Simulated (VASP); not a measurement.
# Sr4SO3 (Pm-3m) in VASP: reference runs, part 2 of 2

VASP 6.6.1. Earlier steps stand in the parts before.

### 3 Single point, PBE (atoms moved at random, drawn with an rms of 0.05 Å)

INCAR reads:

```
ALGO = Normal
EDIFF = 1E-7
ENCUT = 520
GGA = PE
ISIF = 2
ISMEAR = -1
LASPH = True
LCHARG = False
LREAL = False
LWAVE = False
NBANDS = 42
NELM = 100
PREC = Accurate
SIGMA = 0.05
```

KPOINTS reads:

```
k-points
0
Gamma
  5 5 5
```

POSCAR reads:

```
Sr4SO3
1.0
    5.4855310000      0.0000000000      0.0000000000
    0.0000000000      5.4855310000      0.0000000000
    0.0000000000      0.0000000000      5.4855310000
Sr S O
4 1 3
Direct
   -0.0032370000      0.4978670000      0.4932050000
    0.5045380000     -0.0064080000      0.5047050000
    0.5129430000      0.4974360000      0.0011850000
   -0.0129550000     -0.0071910000     -0.0064680000
    0.4989810000      0.4972700000      0.4970010000
   -0.0054810000     -0.0075910000      0.5032980000
    0.0074270000      0.5044910000     -0.0141740000
    0.5055480000     -0.0066010000      0.0063980000
```

Potentials or basis: VASP PAW PBE potentials, release 64 (Sr_sv, S, O).

Started as:

```console
$ cat potpaw_PBE.64/Sr_sv/POTCAR potpaw_PBE.64/S/POTCAR potpaw_PBE.64/O/POTCAR > POTCAR
$ mpirun -np 1 vasp_std > vasp.out
```

OUTCAR:

```text
EDIFF = 1E-7
   ENCUT = 520
   GGA = PE
   ISIF = 2
   ISMEAR = -1
   LASPH = True
   LREAL = False
   NELM = 100
   PREC = Accurate

 ion  position               nearest neighbor table
   1  0.997  0.498  0.493-   7 2.70   6 2.71   5 2.73   5 2.76   6 2.77   7 2.78   3 3.79   2 3.83
                             3 3.85   4 3.86   4 3.86   2 3.87   2 3.89   4 3.90   4 3.90   3 3.91
   2  0.505  0.994  0.505-   6 2.69   5 2.72   8 2.73   8 2.75   5 2.76   6 2.80   4 3.77   1 3.83
                             3 3.85   4 3.86   1 3.87   3 3.88   3 3.88   1 3.89   4 3.90   3 3.91
   3  0.513  0.497  0.001-   7 2.71   5 2.72   8 2.72   8 2.77   5 2.77   7 2.77   4 3.76   1 3.79
                             4 3.80   1 3.85   2 3.85   2 3.88   2 3.88   2 3.91   1 3.91   4 3.96
   4  0.987  0.993  0.994-   8 2.64   7 2.68   6 2.69   6 2.80   7 2.81   8 2.85   3 3.76   2 3.77
                             3 3.80   2 3.86   1 3.86   1 3.86   1 3.90   1 3.90   2 3.90   3 3.96
   5  0.499  0.497  0.497-   3 2.72   2 2.72   1 2.73   1 2.76   2 2.76   3 2.77
   6  0.995  0.992  0.503-   2 2.69   4 2.69   1 2.71   1 2.77   4 2.80   2 2.80
   7  0.007  0.504  0.986-   4 2.68   1 2.70   3 2.71   3 2.77   1 2.78   4 2.81
   8  0.506  0.993  0.006-   4 2.64   3 2.72   2 2.73   2 2.75   3 2.77   4 2.85

  LATTYP: Found a simple cubic cell.
 ALAT       =     5.4855310000

  Lattice vectors:

 A1 = (   5.4855310000,   0.0000000000,   0.0000000000)
 A2 = (   0.0000000000,   5.4855310000,   0.0000000000)
 A3 = (   0.0000000000,   0.0000000000,   5.4855310000)

Analysis of symmetry for initial positions (statically):
=====================================================================
 Subroutine PRICEL returns:
 Original cell was already a primitive cell.

 Routine SETGRP: Setting up the symmetry group for a
 simple cubic supercell.

 Subroutine GETGRP returns: Found  1 space group operations
 (whereof  1 operations were pure point group operations)
 out of a pool of 48 trial point group operations.

The static configuration has the point symmetry C_1 .

Analysis of symmetry for dynamics (positions and initial velocities):
=====================================================================
 Subroutine PRICEL returns:
 Original cell was already a primitive cell.

 Routine SETGRP: Setting up the symmetry group for a
 simple cubic supercell.

 Subroutine GETGRP returns: Found  1 space group operations
 (whereof  1 operations were pure point group operations)
 out of a pool of 48 trial point group operations.

The dynamic configuration has the point symmetry C_1 .

 Subroutine INISYM returns: Found  1 space group operations
 (whereof  1 operations are pure point group operations),
 and found     1 'primitive' translations

----------------------------------------------------------------------------------------

                                     Primitive cell

  volume of cell :     165.0654

  direct lattice vectors                    reciprocal lattice vectors
     5.485531000  0.000000000  0.000000000     0.182297758  0.000000000  0.000000000
     0.000000000  5.485531000  0.000000000     0.000000000  0.182297758  0.000000000
     0.000000000  0.000000000  5.485531000     0.000000000  0.000000000  0.182297758

  length of vectors
     5.485531000  5.485531000  5.485531000     0.182297758  0.182297758  0.182297758

  position of ions in fractional coordinates (direct lattice)
     0.996763000  0.497867000  0.493205000
     0.504538000  0.993592000  0.504705000
     0.512943000  0.497436000  0.001185000
     0.987045000  0.992809000  0.993532000
[... 71 lines left out ...]
   total plane-waves  NPLWV =  74088
   dimension x,y,z NGX =    42 NGY =   42 NGZ =   42
   dimension x,y,z NGXF=    84 NGYF=   84 NGZF=   84
   ions per type =               4   1   3
   NGX,Y,Z   is equivalent  to a cutoff of  12.73, 12.73, 12.73 a.u.
   NGXF,Y,Z  is equivalent  to a cutoff of  25.46, 25.46, 25.46 a.u.
 SYSTEM =  unknown system
   PREC   = accura    normal or accurate (medium, high low for compatibility)
   ISTART =      0    job   : 0-new  1-cont  2-samecut
   ICHARG =      2    charge: 1-file 2-atom 10-const
   ISPIN  =      1    spin polarized calculation?
   LNONCOLLINEAR =      F non collinear calculations
   LSORBIT =      F    spin-orbit coupling
   LASPH  =      T    aspherical Exc in radial PAW
   ENCUT  =  520.0 eV  38.22 Ry    6.18 a.u.  10.20 10.20 10.20*2*pi/ulx,y,z
   NELM   =    100;   NELMIN=  2; NELMDL= -5     # of ELM steps
   EDIFF  = 0.1E-06   stopping-criterion for ELM
   LREAL  =      F    real-space projection
   EDIFFG = 0.1E-05   stopping-criterion for IOM
   NSW    =      0    number of steps for IOM
   IBRION =     -1    ionic relax: 0-MD 1-quasi-New 2-CG
   NFREE  =      0    steps in history (QN), initial steepest desc. (CG)
   ISIF   =      2    stress and relaxation
   ISYM   =      2    0-nonsym 1-usesym 2-fastsym
   POTIM  = 0.5000    time-step for ionic-motion
   TEBEG  =    0.0;   TEEND  =   0.0 temperature during run
   PSTRESS=    0.0 pullay stress
   NELECT =      64.0000    total number of electrons
   NUPDOWN=      -1.0000    fix difference up-down
   EMIN   =  10.00;   EMAX   =-10.00  energy-range for DOS
   EFERMI =   0.00;   METHOD = LEGACY
   ISMEAR =    -1;   SIGMA  =   0.05  broadening in eV -4-tet -1-fermi 0-gaus
   EFERMI_NEDOS =   21; number of points for ismear=-14 and -15
   IALGO  =     38    algorithm
   IMIX   =      4    mixing-type and parameters
     AMIX     =   0.40;   BMIX     =  1.00
     AMIX_MAG =   1.60;   BMIX_MAG =  1.00
  volume/ion in A,a.u.               =      20.63       139.24
  Fermi-wavevector in a.u.,A,eV,Ry     =   1.193758  2.255875 19.389080  1.425057
  Thomas-Fermi vector in A             =   2.329764
   LORBIT       =      0    0 simple, 1 ext, 2 COOP (PROOUT), +10 PAW based schemes
   GGA     = PE    functional components
   LHFCALC =     F    Hartree Fock is set to
   AEXX    =    0.0000 exact exchange contribution
   IVDW    =     0    specifies the selected vdW correction
   LEPSILON=     F    determine dielectric tensor
   LRPA    =     F    only Hartree local field effects (RPA)
 non-spin polarized calculation
  energy-cutoff  :      520.00
  volume of cell :      165.07
 maximum number of plane-waves:      4458
 NGX is ok and might be reduce to    42
   NGX = 21   NGY = 21   NGZ = 21

 number of electron      63.9999993 magnetization

 Free energy of the ion-electron system (eV)
  ---------------------------------------------------
  ext. energy  EPLUGINS =         0.00000000
  ---------------------------------------------------
  free energy    TOTEN  =       -44.57998471 eV

  energy without entropy =      -44.57998471  energy(sigma->0) =      -44.57998471

 E-fermi :   2.7942     XC(G=0):  -9.4094

 val. band max:        1.6309954521   @ k =   0.0000   0.0000   0.0000
 cond. band min:       4.3143415164   @ k =   0.0000   0.0000   0.0000
 fundamental gap:      2.6833460644
 Fermi energy:         2.7942045675

 k-point     1 :       0.0000    0.0000    0.0000
  band No.  band energies     occupation
      1     -31.4437      2.00000
      2     -31.3780      2.00000
      3     -31.3492      2.00000
      4     -31.3418      2.00000
      5     -13.8767      2.00000
      6     -13.8734      2.00000
[... 1069 lines left out ...]
     41       8.3045      0.00000
     42       8.4641      0.00000

 [... further k-points ...]

------------------------ aborting loop because EDIFF is reached ----------------------------------------

  FORCE on cell =-STRESS in cart. coord.  units (eV):
  Direction    XX          YY          ZZ          XY          YZ          ZX
  --------------------------------------------------------------------------------------
  -------------------------------------------------------------------------------------
  Total        0.3511949      0.2802966      0.2409504      0.0280134     -0.0072261      0.0549762
  in kB        3.4088093      2.7206484      2.3387418      0.2719074     -0.0701393      0.5336169
  external PRESSURE =       2.8227331 kB  Pullay stress =       0.0000000 kB

 VOLUME and BASIS-vectors are now :
 -----------------------------------------------------------------------------
  energy-cutoff  :      520.00
  volume of cell :      165.07
      direct lattice vectors                 reciprocal lattice vectors
     5.485531000  0.000000000  0.000000000     0.182297758  0.000000000  0.000000000
     0.000000000  5.485531000  0.000000000     0.000000000  0.182297758  0.000000000
     0.000000000  0.000000000  5.485531000     0.000000000  0.000000000  0.182297758

 POSITION                                       TOTAL-FORCE (eV/Angst)
 -----------------------------------------------------------------------------------
      5.46777      2.73106      2.70549         0.383204      0.008045      0.145237
      2.76766      5.45038      2.76857        -0.154120      0.228968     -0.091428
      2.81376      2.72870      0.00650        -0.308329      0.002740     -0.282209
      5.41447      5.44608      5.45005         0.372312     -0.011043      0.027468
      2.73718      2.72779      2.72631        -0.116235     -0.218412      0.179875
      5.45546      5.44389      2.76086        -0.090418      0.029682     -0.025084
      0.04074      2.76740      5.40778        -0.244332     -0.064853      0.138594
      2.77320      5.44932      0.03510         0.157919      0.024872     -0.092454
 -----------------------------------------------------------------------------------
    total drift:                                0.000111      0.000074      0.000089

  FREE ENERGIE OF THE ION-ELECTRON SYSTEM (eV)
  ---------------------------------------------------
  free  energy   TOTEN  =       -44.5799847053 eV

  energy  without entropy=      -44.5799847053  energy(sigma->0) =      -44.57998471
```

Run time: 4 min. Hardware: 1 thread of Intel Xeon 6975P-C (Granite Rapids), shared host; peak memory 0.49 GiB.

What came out:

| Item | Value |
| --- | --- |
| Free energy | -44.5800 eV |
| Pressure | 0.3 GPa |
| Largest force | 0.418 eV/Å |
| Band gap on the k mesh | 2.68 eV, direct |

Forces in eV/Å, atoms in the order of the input:
```
Sr   0.383  0.008  0.145
Sr  -0.154  0.229 -0.091
Sr  -0.308  0.003 -0.282
Sr   0.372 -0.011  0.027
S   -0.116 -0.218  0.180
O   -0.090  0.030 -0.025
O   -0.244 -0.065  0.139
O    0.158  0.025 -0.092
```

Caveat: an odd mesh through Γ misses points on the zone boundary, where band edges often lie.
